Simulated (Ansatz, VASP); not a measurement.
# Pb (Lead): VASP beside Ansatz

One calculation is typed for both programs; each brings its own data sets and cutoff. How far apart do they land?

Main program and level: Ansatz 0.2.0; plane waves, with VASP 6.6.1 beside it; band structure at LDA, band structure at LDA, spin-orbit coupling and single point at LDA, spin-orbit coupling.

### 1. The starting structure

Symmetry: Fm-3m, No. 225, cubic system. The conventional cell has a = 4.950 Å, b = 4.950 Å, c = 4.950 Å, α = 90.00°, β = 90.00°, γ = 90.00°. Nearest to Pb lie 12 Pb at 3.50 Å.

### 2. VASP: band structure, LDA

A single point gives forces, pressure and levels at one fixed geometry, so differences don't come from the geometry; what else differs is listed under the comparison.

Lines of VASP's logs that name or quote its potential files are left out, and so is its time.

The input, INCAR:

```
SYSTEM = Pb
PREC = Accurate
ENCUT = 400
EDIFF = 1E-06
NELM = 100
ISMEAR = -1
SIGMA = 0.05
LREAL = .FALSE.
ALGO = Normal
GGA = CA
NBANDS = 18
LORBIT = 11
LWAVE = .FALSE.
LCHARG = .FALSE.
KPAR = 2
```

The input, POSCAR:

```
Pb
1.0
    0.0000000000      2.4750200000      2.4750200000
    2.4750200000      0.0000000000      2.4750200000
    2.4750200000      2.4750200000      0.0000000000
Pb
1
Direct
    0.0000000000      0.0000000000      0.0000000000
```

The input, KPOINTS:

```
Automatic mesh
0
Gamma
12 12 12
0 0 0
```

The input, KPOINTS_OPT:

```
Line mode
16
Line-mode
Reciprocal
  0.00000000   0.00000000   0.00000000 GAMMA
  0.50000000   0.00000000   0.50000000 X

  0.50000000   0.00000000   0.50000000 X
  0.50000000   0.25000000   0.75000000 W

  0.50000000   0.25000000   0.75000000 W
  0.37500000   0.37500000   0.75000000 K

  0.37500000   0.37500000   0.75000000 K
  0.00000000   0.00000000   0.00000000 GAMMA

  0.00000000   0.00000000   0.00000000 GAMMA
  0.50000000   0.50000000   0.50000000 L

  0.50000000   0.50000000   0.50000000 L
  0.62500000   0.25000000   0.62500000 U

  0.62500000   0.25000000   0.62500000 U
  0.50000000   0.25000000   0.75000000 W

  0.50000000   0.25000000   0.75000000 W
  0.50000000   0.50000000   0.50000000 L

  0.50000000   0.50000000   0.50000000 L
  0.37500000   0.37500000   0.75000000 K

  0.62500000   0.25000000   0.62500000 U
  0.50000000   0.00000000   0.50000000 X
```

PAW data sets: Pb_d (LDA family, release 64).

Run with:

```bash
$ mpirun -np 2 vasp_std
```

Numbers of over 12 decimals in the logs are rounded to 6 here.

The log of the run:

```text
[banner, memory and clock lines left out]
running    2 mpi-ranks, on    1 nodes
 distrk:  each k-point on    1 cores,    2 groups
 distr:  one band on    1 cores,    1 groups

 POSCAR found type information on POSCAR Pb
 POSCAR found :  1 types and       1 ions
 LDA part: xc-table for (Slater(with rela. corr.)+CA(PZ))
 , standard interpolation
 POSCAR, INCAR and KPOINTS ok, starting setup
 FFT: planning ... GRIDC
 FFT: planning ... GRID_SOFT
 FFT: planning ... GRID
 WAVECAR not read
 entering main loop
       N       E                     dE             d eps       ncg     rms          rms(c)
DAV:   1     0.107695993047E+03    0.10770E+03   -0.56612E+03  2704   0.758E+02
DAV:   2     0.181343445421E+01   -0.10588E+03   -0.99696E+02  2752   0.235E+02
DAV:   3    -0.412660215073E+01   -0.59400E+01   -0.59075E+01  3254   0.587E+01
DAV:   4    -0.424703832161E+01   -0.12044E+00   -0.12037E+00  3216   0.822E+00
DAV:   5    -0.425109618481E+01   -0.40579E-02   -0.40575E-02  3460   0.151E+00    0.542E-01
DAV:   6    -0.423955939788E+01    0.11537E-01   -0.10999E-02  3328   0.154E+00    0.259E-01
DAV:   7    -0.423654679879E+01    0.30126E-02   -0.43683E-03  3484   0.866E-01    0.820E-02
DAV:   8    -0.423630933629E+01    0.23746E-03   -0.33204E-04  3740   0.226E-01    0.836E-03
DAV:   9    -0.423630927347E+01    0.62827E-07   -0.61015E-06  3582   0.314E-02
   1 F= -.42363093E+01 E0= -.42317488E+01  d E =-.912097E-02
 Start KPOINTS_OPT (optional k-point list driver)
k-point batch [1-72\160]
       N       E                     dE             ncg
DAV:   1     0.185508851410E+04   -0.23606E+05     2708
DAV:   2    -0.582279760900E+04   -0.76779E+04     2734
DAV:   3    -0.627899711926E+04   -0.45620E+03     3256
DAV:   4    -0.628852446405E+04   -0.95273E+01     3404
DAV:   5    -0.628886542182E+04   -0.34096E+00     3536
DAV:   6    -0.628887733089E+04   -0.11909E-01     3608
DAV:   7    -0.628887759002E+04   -0.25912E-03     3652
DAV:   8    -0.628887759273E+04   -0.27126E-05     2678
DAV:   9    -0.628887759295E+04   -0.22455E-06     2340
[...]
k-point batch [145-160\160]
       N       E                     dE             ncg
DAV:   1     0.288247400484E+05   -0.77201E+04      586
DAV:   2     0.271445103071E+05   -0.16802E+04      632
DAV:   3     0.270486967102E+05   -0.95814E+02      798
DAV:   4     0.270469282349E+05   -0.17685E+01      776
DAV:   5     0.270468640430E+05   -0.64192E-01      896
DAV:   6     0.270468617621E+05   -0.22808E-02      840
DAV:   7     0.270468617518E+05   -0.10281E-04      872
DAV:   8     0.270468617517E+05   -0.11599E-06      686
```

Parts of OUTCAR (step 2):

```text
ion  position               nearest neighbor table
   1  0.000  0.000  0.000-

  LATTYP: Found a face centered cubic cell.
 ALAT       =     4.9500400000

 Subroutine GETGRP returns: Found 48 space group operations
 (whereof 48 operations were pure point group operations)

The static configuration has the point symmetry O_h .

 Found     72 irreducible k-points:

   k-points           NKPTS =     72   k-points in BZ     NKDIM =     72   number of bands    NBANDS=     18

   dimension x,y,z NGX =    24 NGY =   24 NGZ =   24
   dimension x,y,z NGXF=    48 NGYF=   48 NGZF=   48

   ENCUT  =  400.0 eV  29.40 Ry    5.42 a.u.   5.71  5.71  5.71*2*pi/ulx,y,z

   NELECT =      14.0000    total number of electrons

 k-points in reciprocal lattice and weights: Automatic mesh
   0.00000000  0.00000000  0.00000000       0.001
   0.08333333  0.00000000  0.00000000       0.005
   0.16666667  0.00000000  0.00000000       0.005
   0.25000000  0.00000000  0.00000000       0.005
   0.33333333  0.00000000  0.00000000       0.005
   0.41666667  0.00000000  0.00000000       0.005
   0.50000000  0.00000000  0.00000000       0.002
   0.08333333  0.08333333  0.00000000       0.003
   0.16666667  0.08333333  0.00000000       0.014
[...]
-0.33333333  0.50000000  0.16666667       0.007
  -0.25000000  0.50000000  0.25000000       0.003

 average (electrostatic) potential at core
       1 -90.3853

 E-fermi :   7.0429

 k-point     1 :       0.0000    0.0000    0.0000
  band No.  band energies     occupation
    ...
      2      -9.9952      2.00000
      3      -9.9952      2.00000
      4      -9.8525      2.00000
      5      -9.8525      2.00000
      6      -4.7561      2.00000
      7      14.3569      0.00000
      8      14.3569      0.00000
      9      14.3569      0.00000
     10      16.8365      0.00000
     11      18.4763      0.00000
    ...

 k-point     2 :       0.0833    0.0000    0.0000
  band No.  band energies     occupation
    ...
      2      -9.9852      2.00000
      3      -9.9852      2.00000
      4      -9.8531      2.00000
      5      -9.8531      2.00000
      6      -4.6225      2.00000
      7      12.8583      0.00000
      8      14.1934      0.00000
      9      14.1934      0.00000
     10      16.5564      0.00000
     11      19.1032      0.00000
    ...

 k-point     3 :       0.1667    0.0000    0.0000
  band No.  band energies     occupation
    ...
      2      -9.9653      2.00000
      3      -9.9653      2.00000
      4      -9.8469      2.00000
      5      -9.8469      2.00000
      6      -4.2216      2.00000
      7      10.2941      0.00000
      8      13.7960      0.00000
      9      13.7960      0.00000
     10      16.2501      0.00000
     11      19.6576      0.00000
    ...

  Total       -0.3179620     -0.3179620     -0.3179620     -0.0000000     -0.0000000     -0.0000000
  in kB      -16.8004002    -16.8004002    -16.8004002     -0.0000000     -0.0000000     -0.0000000
  external PRESSURE =     -16.8004002 kB  Pullay stress =       0.0000000 kB

  energy-cutoff  :      400.00
  volume of cell :       30.32
      direct lattice vectors                 reciprocal lattice vectors
     0.000000000  2.475020000  2.475020000    -0.202018570  0.202018570  0.202018570
     2.475020000  0.000000000  2.475020000     0.202018570 -0.202018570  0.202018570
     2.475020000  2.475020000  0.000000000     0.202018570  0.202018570 -0.202018570

 POSITION                                       TOTAL-FORCE (eV/Angst)
 -----------------------------------------------------------------------------------
      0.00000      0.00000      0.00000         0.000000     -0.000000      0.000000
 -----------------------------------------------------------------------------------
    total drift:                               -0.000000     -0.000000     -0.000000

  FREE ENERGIE OF THE ION-ELECTRON SYSTEM (eV)
  ---------------------------------------------------
  free  energy   TOTEN  =        -4.2363092735 eV

  energy  without entropy=       -4.2271883059  energy(sigma->0) =       -4.23174879

 total charge
# of ion       s       p       d       tot
------------------------------------------
    1        1.405   0.753   9.805  11.963

[... 3 further parts left out ...]
```

Spin-orbit coupling is off here; with elements this heavy it splits and shifts levels by tenths of an eV or more.

### 3. Ansatz: band structure, LDA

Ansatz runs on its default PAW (the set named soft_2) files.

The same cell, functional (in two slightly different forms), mesh and smearing now go to Ansatz, which takes its cutoff from its data sets.

The input, input.yaml:

```yaml
crystal:
  lattice:
    - [0.0, 2.47502, 2.47502]
    - [2.47502, 0.0, 2.47502]
    - [2.47502, 2.47502, 0.0]
  atoms:
    - { symbol: Pb, position: [0.0, 0.0, 0.0] }
hamiltonian:
  xc: lda
  pseudopotentials: { kind: paw }
kpoints:
  mp_grid: { grid: [12, 12, 12] }
  band_path:
    path:
      - [0.0, 0.0, 0.0]
      - [0.16667, 0.0, 0.16667]
      - [0.33333, 0.0, 0.33333]
      - [0.5, 0.0, 0.5]
      - [0.5, 0.08333, 0.58333]
      - [0.5, 0.18333, 0.68333]
      - [0.5, 0.25, 0.75]
      - [0.45, 0.3, 0.75]
      - [0.40833, 0.34167, 0.75]
      - [0.35, 0.35, 0.7]
      - [0.225, 0.225, 0.45]
      - [0.075, 0.075, 0.15]
      - [0.03333, 0.03333, 0.03333]
      - [0.23333, 0.23333, 0.23333]
      - [0.4, 0.4, 0.4]
      - [0.51667, 0.46667, 0.51667]
      - [0.55833, 0.38333, 0.55833]
      - [0.60833, 0.28333, 0.60833]
      - [0.60833, 0.25, 0.64167]
      - [0.55833, 0.25, 0.69167]
      - [0.51667, 0.25, 0.73333]
      - [0.5, 0.3, 0.7]
      - [0.5, 0.38333, 0.61667]
      - [0.5, 0.48333, 0.51667]
      - [0.475, 0.475, 0.55]
      - [0.425, 0.425, 0.65]
      - [0.38333, 0.38333, 0.73333]
      - [0.59167, 0.18333, 0.59167]
      - [0.55, 0.1, 0.55]
      - [0.5, 0.0, 0.5]
    npoints: 1
scf:
  occupations: { method: fermi_dirac, width: 0.05 }
  n_extra_bands: 6
output:
  forces: true
  stress: true
  eigenvalues: true
  write_density: true
  write_potential: true
  elf: true
  volumetric_format: npy
```

Run with:

```bash
$ ansatz run input.yaml --threads 2 --pin off --max-ram 4608MiB --backend cpu --events-out ev --progress --plain --runs-dir out
```

The log of the run:

```text
scf.n_extra_bands = 6 over 7 filled bands (N_el = 14.0): the run solves 13 bands
Engine: ansatz 0.2.0, aarch64-unknown-linux-gnu
Pseudopotentials: kind: paw
Pseudopotential: Pb, paw, valence charge 14, recommended cutoff 420 eV (normal), Pb.paw.azcp
Functional definition: SPW92
  exchange = slater_x
  correlation = pw_c
Crystal: 1 atoms, lattice volume = 30.323 Å³
Basis set: ecut = 420 eV, 609 PW (Γ)
Bands: 13, of which v1, the nominal top of the filled ones, is band 7 counted from 1 (6 counted from 0)
Symmetry: 48 space group operations
Space group: Fm-3m (ITA 225), of the structure as read, at distance tolerance 3.1e-5 Å
k-points: 72 of 1728
Non-local potential: Pb, projectors of the file, l = 0: 2, l = 1: 2, l = 2: 2, l = 3: 2
PAW form: soft (Blöchl's): semilocal exchange-correlation on the pseudo side does not see the compensation charge
PAW frozen core: Pb, regenerated for the run's functional, and the local potential with it (the file was generated under x = pbe(κ = 0.804, μ = 0.219515), c = pbe(β = 0.066725))
PAW one-centre angular grid: Pb, 590 points (default); XC on 64 Gauss nodes
Initial density: superposition of atomic densities (neutral atoms: chi_scale 0, normalization atom), corrected by the library's trained network
Initial wavefunctions: pseudopotential atomic-orbital guess
Functional: x = slater, c = lda
SCF iter   1: F=—  HF=-11602.338562 eV  |F-HF|=—  |Δ(HF+E_count)|=         —  Δρ=5.04e-3  dr2=4.05e-3  ethr=1.77e-3  ⟨swp⟩=6.1  Hψ=6049  notcnv=0  defer=7
preconditioner: auto → none  [metal: Δε(μ)=0.088 eV  Ē_g=22.522 eV  σ=0.050 eV  W_gap=0.39  n_scr=8 (ndim 8)  ℏωp=25.2 eV  f_vac=0.000  D(μ)=1.15/eV (n_scr^D=14)  sad-step TF]
SCF iter   2: F=—  HF=-11602.337388 eV  |F-HF|=—  |Δ(HF+E_count)|=   1.17e-3  Δρ=2.81e-3  dr2=1.32e-3  ethr=2.89e-5  ⟨swp⟩=1.5  Hψ=1554  notcnv=0  defer=33
SCF iter   3: F=—  HF=-11602.337009 eV  |F-HF|=—  |Δ(HF+E_count)|=   3.79e-4  Δρ=6.52e-4  dr2=1.27e-4  ethr=9.40e-6  ⟨swp⟩=2.0  Hψ=1258  notcnv=0  defer=33
SCF iter   4: F=—  HF=-11602.336954 eV  |F-HF|=—  |Δ(HF+E_count)|=   5.53e-5  Δρ=6.63e-5  dr2=1.09e-6  ethr=9.09e-7  ⟨swp⟩=2.1  Hψ=1277  notcnv=0  defer=33
SCF iter   5: F=—  HF=-11602.336953 eV  |F-HF|=—  |Δ(HF+E_count)|=   1.45e-6  Δρ=2.01e-5  dr2=1.33e-7  ethr=7.80e-9  ⟨swp⟩=2.0  Hψ=1324  notcnv=0  defer=33
SCF iter   6: F=-11602.336952 eV  HF=-11602.336952 eV  |F-HF|=1.78e-8  |Δ(HF+E_count)|=   4.75e-8  Δρ=6.93e-6  dr2=1.61e-8  ethr=7.14e-10  ⟨swp⟩=11.3  Hψ=5755  notcnv=0
SCF 1 converged in 6 iterations: F = -11602.336952 eV  dr2 = 1.61e-8
  greatest PAW one-centre occupation: 0.979 electrons in one spin orbital (limit 2), on the Pb atom at site 0 (counted from 0), in its partial waves of l = 2
NSCF: frozen V_eff on 30 k-points
SCF converged after 6 iterations
Free energy (F): -11602.336952 eV
Harris-Foulkes:  -11602.336952 eV  (|F-HF|=1.78e-8)
Internal energy: -11602.328002 eV  (E = F + TS)
E sigma→0 (E₀):  -11602.332477 eV
Entropy (-TS):   -0.008951 eV (-8.951 meV/atom)
Fermi energy:    10.627831 eV
--- Per-component energies (eV) ---
  E_band       = -40.892192
  E_kinetic    = 289.650876
  E_local      = -1019.429450  (includes V_loc(G=0)·N_el)
  E_nonlocal   = 353.586927
  E_hartree    = 402.687254
  E_xc         = -219.386498
  E_vxc        = -133.830843  (∫ρ·V_xc dr)
  E_paw        = -10102.299692  (= ΣΔE_a)
  E_vpaw       = -336.249318  (= ΣTr[D̂ρ^β])
  E_aug_tail   = 0.000048  (compensation charges beyond the density's cutoff)
  E_ewald      = -1307.059754
  E_core_change = -0.077714  (= ΣΔE_core)
  E_smearing   = -0.008951  (= −TS)
  E_closure    = 0.000000  (closes the sum)
  Σ components = -11602.336952   (vs F -11602.336952, Δ=0.00e0)
--- Forces (eV/Å), atoms counted from 1 ---
  atom   1  Pb    -0.00000000     0.00000000     0.00000000
  max |Σ_I F_I| component: 2.30e-30 eV/Å
--- Stress (GPa, compression-positive) ---
       -1.735676      -0.000000       0.000000
        0.000000      -1.735676       0.000000
        0.000000      -0.000000      -1.735676
  P = ⅓ Tr σ = -1.7357 GPa (-17.357 kbar)
--- Band table (eV; the first three rows and the last of 72) ---
  k-point 0: bands = [... 3 lower, -6.2272, -6.2272, -1.1931, 17.9304, 17.9304, 17.9304, 20.4406, 21.9971, ... 2 higher]
  k-point 1: bands = [... 3 lower, -6.2278, -6.2278, -1.0598, 16.4296, 17.7676, 17.7676, 20.1583, 22.6442, ... 2 higher]
  k-point 2: bands = [... 3 lower, -6.2215, -6.2215, -0.6597, 13.8668, 17.3715, 17.3715, 19.8444, 23.2459, ... 2 higher]
  k-point 71: bands = [... 3 lower, -6.1797, -6.0566, 3.8948, 9.2244, 9.2244, 10.8819, 21.4666, 22.8015, ... 2 higher]
```

Wall time 2.2 s (2 threads of Arm Neoverse N1, shared host); peak memory 0.28 GiB.

### 4. Comparison

Known differences besides the potentials themselves: the two LDA forms differ slightly; the cutoff is 420 eV in Ansatz and 400 eV in VASP; VASP's log shows a relativistic correction to its local exchange, Ansatz's none. Total energies have different zeros and are not compared.

The two programs side by side:

| quantity | Ansatz | VASP | difference |
| --- | --- | --- | --- |
| pressure (GPa) | -1.74 | -1.68 | -0.06 |

Levels from 3 eV below to 2 eV above the Fermi level differ by 7 meV r.m.s. and 21 meV at most; each VASP level is matched to the nearest of Ansatz, which flatters the figure a little. Ansatz's pressure holds a Pulay correction of 0.02 GPa; VASP's holds none.

### 5. Ansatz: band structure, LDA, spin-orbit coupling

A single point gives forces, pressure and levels at one fixed geometry, so differences don't come from the geometry; what else differs is listed under the comparison.

input.yaml: that of step 3 with these lines changed.

```diff
@@ -9,3 +9,6 @@
   xc: lda
-  pseudopotentials: { kind: paw }
+  pseudopotentials: { kind: paw_fr }
+magnetization:
+  noncollinear: true
+  spin_orbit: true
 kpoints:
@@ -47,3 +50,3 @@
   occupations: { method: fermi_dirac, width: 0.05 }
-  n_extra_bands: 6
+  n_extra_bands: 12
 output:
```

The log of the run:

```text
[...]
non-collinear run that drives no moment, with spin-orbit: no starting moment large enough to seed its density (crystal.atoms[].spin), no starting occupations that ask for one, no magnetisation constraint and no magnetic field, so the semilocal B_xc is pinned to zero
Crystal: 1 atoms, lattice volume = 30.323 Å³
Basis set: ecut = 420 eV, 609 PW (Γ)
[...]
k-point 1: bands = [... 10 lower, -1.0124, -1.0124, 14.9856, 14.9856, 17.7031, 17.7031, 18.6647, 18.6647, ... 8 higher]
  k-point 2: bands = [... 10 lower, -0.6131, -0.6131, 13.3030, 13.3030, 16.5172, 16.5172, 18.2226, 18.2226, ... 8 higher]
  k-point 71: bands = [... 10 lower, 3.9733, 3.9733, 8.4209, 8.4209, 9.6571, 9.6571, 10.9919, 10.9919, ... 8 higher]
[key lines of the parts left out:]
SCF converged after 7 iterations
Magnetization: |M| = 0.0000 μB,  M = (+0.0000, +0.0000, +0.0000) μB
Free energy (F): -11639.224037 eV
Fermi energy:    10.502714 eV
P = ⅓ Tr σ = -1.7011 GPa (-17.011 kbar)
```

Elapsed: 12 s, on 2 threads; peak memory 0.42 GiB.

(Part 1 of 2 ends here.)

[Lines on the potential files, build, host, timing and source positions are cut from VASP's logs without a mark.]

[Logs are printed without paths, hosts, clocks, repeated set-up lines and the standing remarks that a program may print on its own settings, such as how far it seeks lower states.]

[Hosts, paths, dates, database ids (printed as entryN), source tags and the programs' standing remarks are cut or masked in the printed files.]
